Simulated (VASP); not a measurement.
These are PBE GGA with D3 dispersion (zero damping), VASP's PBE PAW potentials (set 64) (plane waves; VASP 6.6.1) values and carry that method's errors.

VASP ran on this input.

**KPOINTS**
```
Automatic
0
G
 15 15 15
0 0 0
```

**INCAR**
```
NELM=100
PREC=Accurate
NSW=60   ! most ionic steps
SIGMA=0.1   ! width (eV)
LCHARG=.FALSE.
ENCUT=520   ! plane-wave cut-off (eV)
ALGO=Normal   ! blocked Davidson
LREAL=.FALSE.
LMAXMIX=4   ! l cut-off of mixed one-centre charges
EDIFFG=-0.01
IBRION=2   ! conjugate gradients
SYSTEM=V
ISMEAR=1
LASPH=.TRUE.   ! aspherical one-centre terms
LWAVE=.FALSE.
EDIFF=1E-6   ! SCF stop (eV)
GGA=PE   ! PBE
ISIF=3   ! ions, shape and volume
IVDW=11   ! D3, zero damping
```

File POSCAR:
```
V
1
   -1.5150000000     1.5150000000     1.5150000000
    1.5150000000    -1.5150000000     1.5150000000
    1.5150000000     1.5150000000    -1.5150000000
V
1
Direct
  0.0000000000   0.0000000000   0.0000000000
```

POTCAR, in this order: V_sv (PBE.64 set). Program: vasp_std.

Output of the run:

### OSZICAR
```
       N       E                     dE             d eps       ncg     rms          rms(c)
DAV:   1     0.868831164887E+02    0.86883E+02   -0.73993E+03  2408   0.142E+03
DAV:   2    -0.894155385638E+01   -0.95825E+02   -0.94123E+02  2476   0.370E+02
DAV:   3    -0.104264839842E+02   -0.14849E+01   -0.14300E+01  2508   0.542E+01
DAV:   4    -0.104375980961E+02   -0.11114E-01   -0.11112E-01  2476   0.473E+00
DAV:   5    -0.104377095491E+02   -0.11145E-03   -0.11145E-03  2502   0.495E-01    0.175E+01
DAV:   6    -0.901114158501E+01    0.14266E+01   -0.60581E+00  2410   0.365E+01    0.141E+00
DAV:   7    -0.899458807680E+01    0.16554E-01   -0.23472E-02  2414   0.268E+00    0.897E-01
DAV:   8    -0.898626648559E+01    0.83216E-02   -0.64526E-03  2436   0.133E+00    0.489E-02
DAV:   9    -0.898630713709E+01   -0.40651E-04   -0.64098E-05  2410   0.133E-01    0.270E-02
DAV:  10    -0.898630983067E+01   -0.26936E-05   -0.60933E-06  2432   0.302E-02    0.163E-03
DAV:  11    -0.898631059414E+01   -0.76348E-06   -0.13408E-07  1210   0.575E-03
   1 F= -.94816439E+01 E0= -.94819042E+01  d E =-.948164E+01
       N       E                     dE             d eps       ncg     rms          rms(c)
DAV:   1    -0.146477907184E+02   -0.56615E+01   -0.12184E+02  2400   0.186E+02    0.316E+01
DAV:   2    -0.900721974459E+01    0.56406E+01   -0.18396E+01  2404   0.725E+01    0.589E+00
DAV:   3    -0.886892117793E+01    0.13830E+00   -0.40736E-01  2412   0.930E+00    0.492E+00
DAV:   4    -0.884311007715E+01    0.25811E-01   -0.57832E-02  2402   0.380E+00    0.358E-01
DAV:   5    -0.884313081364E+01   -0.20736E-04   -0.58428E-03  2434   0.112E+00    0.120E-01
DAV:   6    -0.884296064114E+01    0.17017E-03   -0.17520E-04  2402   0.209E-01    0.180E-02
DAV:   7    -0.884295519047E+01    0.54507E-05   -0.74848E-06  2436   0.393E-02    0.227E-03
DAV:   8    -0.884295650447E+01   -0.13140E-05   -0.50422E-08  1200   0.337E-03    0.369E-04
DAV:   9    -0.884295643162E+01    0.72853E-07   -0.33566E-09  1200   0.994E-04
   2 F= -.94473685E+01 E0= -.94481139E+01  d E =0.342754E-01
       N       E                     dE             d eps       ncg     rms          rms(c)
DAV:   1    -0.110367570560E+02   -0.21938E+01   -0.44327E+01  2400   0.124E+02    0.146E+01
DAV:   2    -0.901272952384E+01    0.20240E+01   -0.97726E+00  2402   0.441E+01    0.236E+00
DAV:   3    -0.899084244381E+01    0.21887E-01   -0.39772E-02  2400   0.311E+00    0.120E+00
DAV:   4    -0.898313574724E+01    0.77067E-02   -0.22286E-02  2402   0.222E+00    0.198E-01
DAV:   5    -0.898319620552E+01   -0.60458E-04   -0.91814E-04  2432   0.448E-01    0.436E-02
DAV:   6    -0.898315696425E+01    0.39241E-04   -0.11834E-04  2410   0.158E-01    0.126E-02
DAV:   7    -0.898315815827E+01   -0.11940E-05   -0.54411E-07  1244   0.125E-02    0.260E-03
DAV:   8    -0.898315720142E+01    0.95685E-06   -0.89452E-08  1200   0.440E-03
   3 F= -.95239269E+01 E0= -.95243084E+01  d E =-.422830E-01
       N       E                     dE             d eps       ncg     rms          rms(c)
DAV:   1    -0.898270177493E+01    0.45638E-03   -0.99968E-03  2400   0.179E+00    0.244E-01
DAV:   2    -0.898224466567E+01    0.45711E-03   -0.19844E-03  2406   0.662E-01    0.457E-02
DAV:   3    -0.898223991032E+01    0.47554E-05   -0.65376E-06  2380   0.358E-02    0.287E-02
DAV:   4    -0.898223712934E+01    0.27810E-05   -0.44098E-06  2384   0.300E-02    0.161E-03
DAV:   5    -0.898223693444E+01    0.19491E-06   -0.62149E-08  1200   0.376E-03
   4 F= -.95239462E+01 E0= -.95243257E+01  d E =-.423023E-01
```

### OUTCAR
```
------------------------ aborting loop because EDIFF is reached ----------------------------------------
 Edisp (eV)   -0.54171
  FORCE on cell =-STRESS in cart. coord.  units (eV):
  Direction    XX          YY          ZZ          XY          YZ          ZX
  --------------------------------------------------------------------------------------
  Total      -0.00036    -0.00036    -0.00036    -0.00000    -0.00000    -0.00000
  in kB      -0.04490    -0.04490    -0.04490    -0.00000    -0.00000    -0.00000
  external pressure =       -0.04 kB  Pullay stress =        0.00 kB
  volume of cell :       12.93
      direct lattice vectors                 reciprocal lattice vectors
    -1.478451502  1.478451502  1.478451502     0.000000000  0.338191682  0.338191682
     1.478451502 -1.478451502  1.478451502     0.338191682  0.000000000  0.338191682
     1.478451502  1.478451502 -1.478451502     0.338191682  0.338191682  0.000000000
 POSITION                                       TOTAL-FORCE (eV/Angst)
 -----------------------------------------------------------------------------------
      0.00000     -0.00000      0.00000        -0.000000      0.000000     -0.000000
 -----------------------------------------------------------------------------------
    total drift:                               -0.000000     -0.000000      0.000000
  FREE ENERGIE OF THE ION-ELECTRON SYSTEM (eV)
  ---------------------------------------------------
  free  energy   TOTEN  =        -9.5239462032 eV

  energy  without entropy=       -9.5250845500  energy(sigma->0) =       -9.52432565

 reached required accuracy - stopping structural energy minimisation
```
(Selected blocks of OUTCAR.)

### CONTCAR
```
V
   1.00000000000000
    -1.4784515023041638    1.4784515023041638    1.4784515023041638
     1.4784515023041638   -1.4784515023041638    1.4784515023041638
     1.4784515023041638    1.4784515023041638   -1.4784515023041638
  V
     1
Direct
     0.0000000000000000    0.0000000000000000    0.0000000000000000
```

Energy and stress use the plane-wave basis of the starting cell.

The compound is V in the bcc structure. This run relaxes it. Symmetry was kept, so distortions that lower it aren't found. The run is not spin-polarised, so no magnetic state was tried.
